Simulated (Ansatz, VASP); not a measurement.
**GaCu2PCl2 in two plane-wave programs**

Aim: how closely do two programs agree when they are given the same cell, functional and k mesh? The cell is generated by rule, not measured, and may not be a known phase. The cell is taken from a series of runs on this material, whose earlier steps may have relaxed, scaled, displaced or heated it; both programs get it as it stands.

Main program and level: Ansatz 0.2.0; plane waves, with VASP 6.6.1 beside it; single point at PBEsol.

The structure was built from a prototype and need not be the compound's stable phase.

## Step 1: The structure

It takes space group Imm2 (No. 44, orthorhombic). The conventional cell has a = 3.841 Å, b = 4.021 Å, c = 15.343 Å, α = 90.00°, β = 90.00°, γ = 90.00°. Nearest to Cl lie 4 Cu at 2.27 to 2.50 Å. Cl has 2 Cu at 2.35 Å and 2 Ga at 2.57 Å nearest. Nearest to Cu lie 2 P at 2.19 Å and 2 Cl at 2.50 Å. Nearest to Cu lie 4 Cl at 2.27 to 2.35 Å. Nearest to Ga lie 2 P at 2.26 Å and 2 Cl at 2.57 Å. P has 2 Cu at 2.19 Å and 2 Ga at 2.26 Å nearest. Farther neighbours and most contacts between anions are not listed.

## Step 2: VASP: single point, PBEsol, pair 1

A single point gives forces, pressure and levels at one fixed geometry, so differences don't come from the geometry; what else differs is listed under the comparison.

Lines of VASP's logs that name or quote its potential files are left out, and so is its time.

The input, INCAR:

```
SYSTEM = GaCu2PCl2
PREC = Accurate
ENCUT = 600
EDIFF = 1E-06
NELM = 120
ISMEAR = 0
SIGMA = 0.01
LREAL = .FALSE.
ALGO = Normal
GGA = PS
NBANDS = 33
LASPH = .TRUE.
LORBIT = 11
LWAVE = .FALSE.
LCHARG = .FALSE.
ISIF = 2
GGA_COMPAT = .FALSE.
EFERMI = MIDGAP
KPAR = 2
```

The input, POSCAR:

```
GaCu2PCl2
1.0
    2.7161320519      2.7161320519      0.0000000000
   -2.8430426519      2.8430426519      0.0000000000
    2.7795873519     -0.0634553000      7.6714223998
Cl Cu Ga P
2 2 1 1
Direct
    0.7449549042      0.7550450958      0.5100901916
    0.0885770496      0.4114229504      0.8228459009
    0.3491929571      0.6508070429      0.3016140860
    0.6769314997      0.3230685003      0.6461370007
    0.9839719718      0.0160280282      0.0320560565
    0.4063716178      0.0936283822      0.1872567645
```

The input, KPOINTS:

```
Automatic mesh
0
Gamma
8 8 8
0 0 0
```

The projector-augmented-wave data sets are Cl, Cu, Ga_d and P (PBE family, release 64).

Started as:

```
$ mpirun -np 2 vasp_std
```

Numbers of over 12 decimals in the logs are rounded to 6 here.

The program printed:

```text
[banner, memory and clock lines left out]
running    2 mpi-ranks, on    1 nodes
 distrk:  each k-point on    1 cores,    2 groups
 distr:  one band on    1 cores,    1 groups

 POSCAR found type information on POSCAR ClCuGaP
 POSCAR found :  4 types and       6 ions
|                                                                             |
|               ----> ADVICE to this user running VASP <----                  |
|                                                                             |
|     You enforced a specific xc type in the INCAR file but a different       |
|     [... a line on the potential file left out ...]
|     I HOPE YOU KNOW WHAT YOU ARE DOING!                                     |
|                                                                             |

 LDA part: xc-table for (Slater+PW92), standard interpolation
 POSCAR, INCAR and KPOINTS ok, starting setup
 FFT: planning ... GRIDC
 FFT: planning ... GRID_SOFT
 FFT: planning ... GRID
 WAVECAR not read
 entering main loop
       N       E                     dE             d eps       ncg     rms          rms(c)
DAV:   1     0.534222767319E+03    0.53422E+03   -0.25898E+04  6286   0.246E+03
DAV:   2     0.676682427583E+02   -0.46655E+03   -0.45394E+03  6350   0.539E+02
DAV:   3    -0.198646219176E+02   -0.87533E+02   -0.85612E+02  9174   0.212E+02
DAV:   4    -0.254562684668E+02   -0.55916E+01   -0.55447E+01  9195   0.528E+01
DAV:   5    -0.256105512071E+02   -0.15428E+00   -0.15401E+00  9876   0.864E+00    0.139E+01
DAV:   6    -0.254416784136E+02    0.16887E+00   -0.34401E+01  9242   0.105E+02    0.961E+00
DAV:   7    -0.234914758478E+02    0.19502E+01   -0.91243E+00  8692   0.914E+01    0.440E+00
DAV:   8    -0.236858834585E+02   -0.19441E+00   -0.32594E+00 10244   0.228E+01    0.346E+00
DAV:   9    -0.235706036879E+02    0.11528E+00   -0.12291E+00  9307   0.249E+01    0.997E-01
DAV:  10    -0.235608063184E+02    0.97974E-02   -0.16815E-01  9300   0.118E+01    0.364E-01
DAV:  11    -0.235621295233E+02   -0.13232E-02   -0.25976E-02 10368   0.248E+00    0.304E-01
DAV:  12    -0.235614260599E+02    0.70346E-03   -0.56319E-03  9730   0.209E+00    0.110E-01
DAV:  13    -0.235615693455E+02   -0.14329E-03   -0.71585E-04 10316   0.614E-01    0.493E-02
DAV:  14    -0.235615278235E+02    0.41522E-04   -0.22680E-04  9395   0.315E-01    0.109E-02
DAV:  15    -0.235615333417E+02   -0.55182E-05   -0.49384E-05  9983   0.748E-02    0.977E-03
DAV:  16    -0.235615338842E+02   -0.54256E-06   -0.28766E-06  5978   0.290E-02
   1 F= -.23561534E+02 E0= -.23561534E+02  d E =-.515519E-31
```

OUTCAR, selected parts (step 2):

```text
ion  position               nearest neighbor table
   1  0.745  0.755  0.510-   4 2.27   4 2.27   3 2.50   3 2.50
   2  0.089  0.411  0.823-   4 2.35   4 2.35   5 2.57   5 2.57
   3  0.349  0.651  0.302-   6 2.19   6 2.19   1 2.50   1 2.50
   4  0.677  0.323  0.646-   1 2.27   1 2.27   2 2.35   2 2.35
   5  0.984  0.016  0.032-   6 2.26   6 2.26   2 2.57   2 2.57
   6  0.406  0.094  0.187-   3 2.19   3 2.19   5 2.26   5 2.26

  LATTYP: Found a body centered orthorhombic cell.
 ALAT       =     3.8411907850
 B/A-ratio  =     1.0467247533
 C/A-ratio  =     3.9942938683

 Subroutine GETGRP returns: Found  4 space group operations
 (whereof  4 operations were pure point group operations)

The static configuration has the point symmetry C_2v.

 Found     95 irreducible k-points:

   k-points           NKPTS =     95   k-points in BZ     NKDIM =     95   number of bands    NBANDS=     33

   dimension x,y,z NGX =    32 NGY =   32 NGZ =   70
   dimension x,y,z NGXF=    64 NGYF=   64 NGZF=  140

   ENCUT  =  600.0 eV  44.10 Ry    6.64 a.u.   7.67  8.03 16.30*2*pi/ulx,y,z

   NELECT =      54.0000    total number of electrons

 k-points in reciprocal lattice and weights: Automatic mesh
   0.00000000  0.00000000  0.00000000       0.002
   0.12500000  0.00000000  0.00000000       0.008
   0.25000000  0.00000000  0.00000000       0.008
   0.37500000  0.00000000  0.00000000       0.008
   0.50000000  0.00000000  0.00000000       0.004
   0.00000000  0.12500000 -0.00000000       0.008
   0.12500000  0.12500000  0.00000000       0.008
   0.25000000  0.12500000  0.00000000       0.016
   0.37500000  0.12500000  0.00000000       0.016
[...]
0.00000000  0.25000000  0.37500000       0.004
   0.00000000  0.00000000  0.50000000       0.002

 average (electrostatic) potential at core
       1 -92.6113       2 -93.2017       3 -66.0388       4 -65.7108       5 -66.3194
       6 -83.7846

 E-fermi :   4.5381

 k-point     1 :       0.0000    0.0000    0.0000
  band No.  band energies     occupation
    ...
     23       2.9903      2.00000
     24       3.2923      2.00000
     25       3.7108      2.00000
     26       3.8694      2.00000
     27       4.2954      2.00000
     28       4.6537      0.00000
     29       6.2556      0.00000
     30       7.2370      0.00000
     31       7.5078      0.00000
     32       8.7421      0.00000
    ...

 k-point     2 :       0.1250    0.0000    0.0000
  band No.  band energies     occupation
    ...
     23       2.9722      2.00000
     24       3.3181      2.00000
     25       3.4609      2.00000
     26       3.8341      2.00000
     27       4.2916      2.00000
     28       5.0757      0.00000
     29       7.1114      0.00000
     30       7.2882      0.00000
     31       7.6285      0.00000
     32       8.7169      0.00000
    ...

 k-point     3 :       0.2500    0.0000    0.0000
  band No.  band energies     occupation
    ...
     23       3.0644      2.00000
     24       3.2392      2.00000
     25       3.3644      2.00000
     26       3.7630      2.00000
     27       4.3124      2.00000
     28       5.3876      0.00000
     29       7.1420      0.00000
     30       7.8748      0.00000
     31       8.5215      0.00000
     32       8.7459      0.00000
    ...

  Total        0.2386168      0.2386168      0.1977940     -0.0853594      0.0000000      0.0000000
  in kB        3.2267952      3.2267952      2.6747528     -1.1543085      0.0000000      0.0000000
  external PRESSURE =       3.0427810 kB  Pullay stress =       0.0000000 kB

  energy-cutoff  :      600.00
  volume of cell :      118.48
      direct lattice vectors                 reciprocal lattice vectors
     2.716132052  2.716132052  0.000000000     0.184085306  0.184085306 -0.065176961
    -2.843042652  2.843042652  0.000000000    -0.175867921  0.175867921  0.065176961
     2.779587352 -0.063455300  7.671422400     0.000000000  0.000000000  0.130353922

 POSITION                                       TOTAL-FORCE (eV/Angst)
 -----------------------------------------------------------------------------------
      1.29461      4.13765      3.91312        -0.000000      0.000000     -0.001347
      1.35807      1.35807      6.31240         0.000000      0.000000      0.010027
     -0.06346      2.77959      2.31381         0.000000      0.000000      0.011306
      2.71613      2.71613      4.95679        -0.000000      0.000000     -0.004237
      2.71613      2.71613      0.24592         0.000000     -0.000000      0.037150
      1.35807      1.35807      1.43653        -0.000000     -0.000000     -0.052899
 -----------------------------------------------------------------------------------
    total drift:                               -0.000122      0.000333      0.001014

  FREE ENERGIE OF THE ION-ELECTRON SYSTEM (eV)
  ---------------------------------------------------
  free  energy   TOTEN  =       -23.5615338842 eV

  energy  without entropy=      -23.5615338842  energy(sigma->0) =      -23.56153388

 total charge
# of ion       s       p       d       tot
------------------------------------------
    1        1.580   3.474   0.000   5.054
    2        1.592   3.456   0.000   5.048
    3        0.424   0.365   9.246  10.035
    4        0.302   0.286   9.364   9.952
    5        0.952   0.661  10.006  11.620
    6        1.022   1.513   0.000   2.534
--------------------------------------------------
tot          5.872   9.755  28.617  44.244

[... 3 further parts left out ...]
```

The run ends at a pressure of 0.30 GPa, with forces up to 0.053 eV/Å.

## Step 3: Ansatz: single point, PBEsol, pair 1

Ansatz runs on its default PAW (the set named soft_2) files.

The same cell, functional, mesh and smearing now go to Ansatz, which takes its cutoff from its data sets.

The input, input.yaml:

```yaml
crystal:
  lattice:
    - [2.7161320519, 2.7161320519, 0.0]
    - [-2.8430426519, 2.8430426519, 0.0]
    - [2.7795873519, -0.0634553, 7.6714223998]
  atoms:
    - { symbol: Cl, position: [0.7449549042, 0.7550450958, 0.5100901916] }
    - { symbol: Cl, position: [0.0885770496, 0.4114229504, 0.8228459009] }
    - { symbol: Cu, position: [0.349192957, 0.650807043, 0.301614086] }
    - { symbol: Cu, position: [0.6769314997, 0.3230685003, 0.6461370007] }
    - { symbol: Ga, position: [0.9839719718, 0.0160280282, 0.0320560565] }
    - { symbol: P, position: [0.4063716178, 0.0936283822, 0.1872567645] }
kpoints:
  mp_grid: { grid: [8, 8, 8] }
hamiltonian:
  xc: pbesol
scf:
  occupations: { method: gaussian, width: 0.01 }
output:
  forces: true
  stress: true
  eigenvalues: true
```

Started as:

```
$ ansatz run input.yaml --threads 8 --pin off --max-ram 14336MiB --backend cpu --events-out ev --progress --plain --runs-dir out
```

The program printed:

```text
Engine: ansatz 0.2.0, aarch64-unknown-linux-gnu
Pseudopotentials: kind: paw
Pseudopotential: Cl, paw, valence charge 7, recommended cutoff 420 eV (normal), Cl.paw.azcp
Pseudopotential: Cu, paw, valence charge 19, recommended cutoff 420 eV (normal), Cu.paw.azcp
Pseudopotential: Ga, paw, valence charge 13, recommended cutoff 420 eV (normal), Ga.paw.azcp
Pseudopotential: P, paw, valence charge 5, recommended cutoff 420 eV (normal), P.paw.azcp
Functional definition: PBEsol
  exchange = pbesol_x
  correlation = pbesol_c
Crystal: 6 atoms, lattice volume = 118.479 Å³
Basis set: ecut = 420 eV, 2341 PW (Γ), exchange–correlation on 54×54×120 points (8 copies of the dense FFT grid, shifted against one another)
Bands: 42, of which v1, the nominal top of the filled ones, is band 35 counted from 1 (34 counted from 0)
Symmetry: 4 space group operations
Space group: Imm2 (ITA 44), of the structure as read, at distance tolerance 4.9e-5 Å
k-points: 95 of 512 (time reversal used)
Non-local potential: Cl, projectors of the file, l = 0: 2, l = 1: 2, l = 2: 2
Non-local potential: Cu, projectors of the file, l = 0: 3, l = 1: 2, l = 2: 3, l = 3: 1
Non-local potential: Ga, projectors of the file, l = 0: 2, l = 1: 2, l = 2: 3, l = 3: 1
Non-local potential: P, projectors of the file, l = 0: 2, l = 1: 2, l = 2: 2
PAW form: soft (Blöchl's): semilocal exchange-correlation on the pseudo side does not see the compensation charge
PAW frozen core: Cl, regenerated for the run's functional, and the local potential with it (the file was generated under x = pbe(κ = 0.804, μ = 0.219515), c = pbe(β = 0.066725))
PAW frozen core: Cu, regenerated for the run's functional, and the local potential with it (the file was generated under x = pbe(κ = 0.804, μ = 0.219515), c = pbe(β = 0.066725))
PAW frozen core: Ga, regenerated for the run's functional, and the local potential with it (the file was generated under x = pbe(κ = 0.804, μ = 0.219515), c = pbe(β = 0.066725))
PAW frozen core: P, regenerated for the run's functional, and the local potential with it (the file was generated under x = pbe(κ = 0.804, μ = 0.219515), c = pbe(β = 0.066725))
PAW one-centre angular grid: Cl, 110 points (default); XC on 64 Gauss nodes
PAW one-centre angular grid: Cu, 590 points (default); XC on 64 Gauss nodes
PAW one-centre angular grid: Ga, 590 points (default); XC on 64 Gauss nodes
PAW one-centre angular grid: P, 110 points (default); XC on 64 Gauss nodes
Initial density: superposition of atomic densities (neutral atoms: chi_scale 0, normalization atom), corrected by the library's trained network
Initial wavefunctions: pseudopotential atomic-orbital guess
Functional: x = pbesol(κ = 0.804, μ = 0.123457), c = pbesol(β = 0.046)
SCF iter   1: F=—  HF=-19784.233248 eV  |F-HF|=—  |Δ(HF+E_count)|=         —  Δρ=1.09e-2  dr2=1.04e-1  ethr=1.77e-3  ⟨swp⟩=7.1  Hψ=17074  notcnv=0
preconditioner: auto → Resta (q_TF=auto, 2.499 Å⁻¹)  ε∞=6.5  [insulator: Δε(μ)=0.139 eV  Ē_g=10.695 eV  σ=0.010 eV  W_gap=1.00  n_scr=34 (ndim 8)  ℏωp=25.1 eV  f_vac=0.073  D(μ)=0.00/eV (n_scr^D=0)  ε∞_Penn≈6.5]
SCF iter   2: F=—  HF=-19784.226157 eV  |F-HF|=—  |Δ(HF+E_count)|=   7.09e-3  Δρ=9.41e-3  dr2=7.86e-2  ethr=1.49e-4  ⟨swp⟩=2.6  Hψ=8599  notcnv=0  defer=197
SCF iter   3: F=—  HF=-19784.209711 eV  |F-HF|=—  |Δ(HF+E_count)|=   1.64e-2  Δρ=3.38e-3  dr2=1.30e-2  ethr=1.12e-4  ⟨swp⟩=2.0  Hψ=5445  notcnv=0  defer=102
automatic band count: iteration 3 solves 41 bands in place of 42: the levels show a gap, and the empty bands left out lie too high to hold charge; the band table lists the bands solved (type scf.n_extra_bands for more)
SCF iter   4: F=—  HF=-19784.206957 eV  |F-HF|=—  |Δ(HF+E_count)|=   2.75e-3  Δρ=1.73e-3  dr2=2.91e-3  ethr=1.86e-5  ⟨swp⟩=3.2  Hψ=7629  notcnv=0  defer=135
SCF iter   5: F=—  HF=-19784.206426 eV  |F-HF|=—  |Δ(HF+E_count)|=   5.31e-4  Δρ=5.70e-4  dr2=4.79e-4  ethr=4.16e-6  ⟨swp⟩=2.3  Hψ=6026  notcnv=0  defer=142
SCF iter   6: F=—  HF=-19784.206452 eV  |F-HF|=—  |Δ(HF+E_count)|=   2.54e-5  Δρ=2.17e-4  dr2=7.38e-5  ethr=6.85e-7  ⟨swp⟩=2.0  Hψ=6082  notcnv=0  defer=143
SCF iter   7: F=—  HF=-19784.206463 eV  |F-HF|=—  |Δ(HF+E_count)|=   1.10e-5  Δρ=9.66e-5  dr2=1.48e-5  ethr=1.05e-7  ⟨swp⟩=2.0  Hψ=6080  notcnv=0  defer=48
automatic band count: iteration 7 solves 40 bands in place of 41: the levels show a gap, and the empty bands left out lie too high to hold charge; the band table lists the bands solved (type scf.n_extra_bands for more)
SCF iter   8: F=—  HF=-19784.206473 eV  |F-HF|=—  |Δ(HF+E_count)|=   1.01e-5  Δρ=7.81e-5  dr2=4.54e-6  ethr=2.12e-8  ⟨swp⟩=2.0  Hψ=6317  notcnv=0  defer=48
SCF iter   9: F=—  HF=-19784.206472 eV  |F-HF|=—  |Δ(HF+E_count)|=   3.42e-7  Δρ=1.28e-5  dr2=2.79e-7  ethr=6.48e-9  ⟨swp⟩=3.0  Hψ=7660  notcnv=0  defer=48
SCF iter  10: F=-19784.206473 eV  HF=-19784.206473 eV  |F-HF|=4.28e-9  |Δ(HF+E_count)|=   1.86e-7  Δρ=3.14e-6  dr2=1.96e-8  ethr=1.43e-10  ⟨swp⟩=7.9  Hψ=16448  notcnv=0
SCF 1 converged in 10 iterations: F = -19784.206473 eV  dr2 = 1.96e-8
  greatest PAW one-centre occupation: 1.000 electrons in one spin orbital (limit 2), on the Cu atom at site 3 (counted from 0), in its partial waves of l = 0
SCF converged after 10 iterations
Free energy (F): -19784.206473 eV
Harris-Foulkes:  -19784.206473 eV  (|F-HF|=4.28e-9)
Internal energy: -19784.206473 eV  (E = F + TS)
E sigma→0 (E₀):  -19784.206473 eV
Fermi energy:    7.702836 eV
--- Per-component energies (eV) ---
  E_band       = -1113.722588
  E_kinetic    = 1108.477174
  E_local      = -14195.846942  (includes V_loc(G=0)·N_el)
  E_nonlocal   = 1323.279239
  E_hartree    = 6291.507972
  E_xc         = -515.607587
  E_vxc        = -587.118025  (∫ρ·V_xc dr)
  E_paw        = -7057.849576  (= ΣΔE_a)
  E_vpaw       = -1345.535510  (= ΣTr[D̂ρ^β])
  E_aug_tail   = 0.000543  (compensation charges beyond the density's cutoff)
  E_ewald      = -6739.645637
  E_core_change = 1.478342  (= ΣΔE_core)
  E_smearing   = -0.000000  (= −TS)
  E_closure    = 0.000000  (closes the sum)
  Σ components = -19784.206473   (vs F -19784.206473, Δ=0.00e0)
--- Forces (eV/Å), atoms counted from 1 ---
  atom   1  Cl    -0.00000000    -0.00000000     0.00012641
  atom   2  Cl     0.00000000    -0.00000000    -0.00040204
  atom   3  Cu     0.00000000    -0.00000000     0.00020215
  atom   4  Cu     0.00000000     0.00000000     0.00023758
  atom   5  Ga     0.00000000    -0.00000000     0.00012605
  atom   6  P     -0.00000000    -0.00000000    -0.00036501
  max |Σ_I F_I| component: 7.49e-5 eV/Å
--- Stress (GPa, compression-positive) ---
       -0.000497      -0.004184      -0.000000
       -0.004184      -0.000497       0.000000
       -0.000000       0.000000      -0.001909
  P = ⅓ Tr σ = -0.0010 GPa (-0.010 kbar)
--- Band table (eV; the first three rows and the last of 95) ---
  k-point 0: bands = [... 31 lower, 6.4485, 6.8757, 7.0339, 7.4613, 7.8057, 9.3972, 10.3817, 10.6418, ... 1 higher]
  k-point 1: bands = [... 31 lower, 6.4652, 6.8537, 6.9350, 7.4356, 7.9733, 9.4049, 10.2983, 10.7447, ... 1 higher]
  k-point 2: bands = [... 31 lower, 6.5093, 6.7856, 6.7930, 7.3702, 8.3003, 9.4275, 10.1771, 10.9251, ... 1 higher]
  k-point 94: bands = [... 31 lower, 5.7612, 5.8916, 6.1039, 6.3117, 8.9030, 9.2200, 11.0682, 11.8106, ... 1 higher]
```

The run ends at a pressure of 0.00 GPa, with forces up to 4.0e-4 eV/Å.

## Step 4: Comparison

Known differences besides the potentials themselves: the data sets hold 70 valence electrons in Ansatz (on its default PAW (the set named soft_2) files) and 54 in VASP; the cutoff is 420 eV in Ansatz and 600 eV in VASP; Ansatz makes its cores anew for this functional, VASP keeps those of its PBE data sets. Total energies have different zeros and are not compared.

Both answers:

| quantity | Ansatz | VASP | difference |
| --- | --- | --- | --- |
| pressure (GPa) | 0.00 | 0.30 | -0.31 |
| gap on the k mesh (eV) | 0.161 | 0.159 | +0.002 |

At this near-relaxed geometry the largest component of a force difference is 53 meV/Å. A gap on the mesh is an upper bound, since the band edges may lie between its points.

## Step 5: Further runs

Further runs change the set-up of one program: Ansatz's method, potentials or start, or VASP's data sets, cutoff or form of LDA. The table gives Ansatz less VASP for each quantity, since a change that brings one quantity closer may part another.

| run | r.m.s. force difference (meV/Å) | pressure (GPa) | gap on the k mesh (eV) |
| --- | --- | --- | --- |
| as above | 16 | -0.31 | 0.0024 |
| VASP with the data sets Cl, Cu_sv_GW, Ga_d and P and a cutoff of 700 eV | 9.9 | 0.72 | 0.0060 |

(Continued in part 2 of 2.)

[Lines on the potential files, build, host, timing and source positions are cut from VASP's logs without a mark.]

[Logs are printed without paths, hosts, clocks, repeated set-up lines and the standing remarks that a program may print on its own settings, such as how far it seeks lower states.]

[Hosts, paths, dates, database ids (printed as entryN), source tags and the programs' standing remarks are cut or masked in the printed files.]
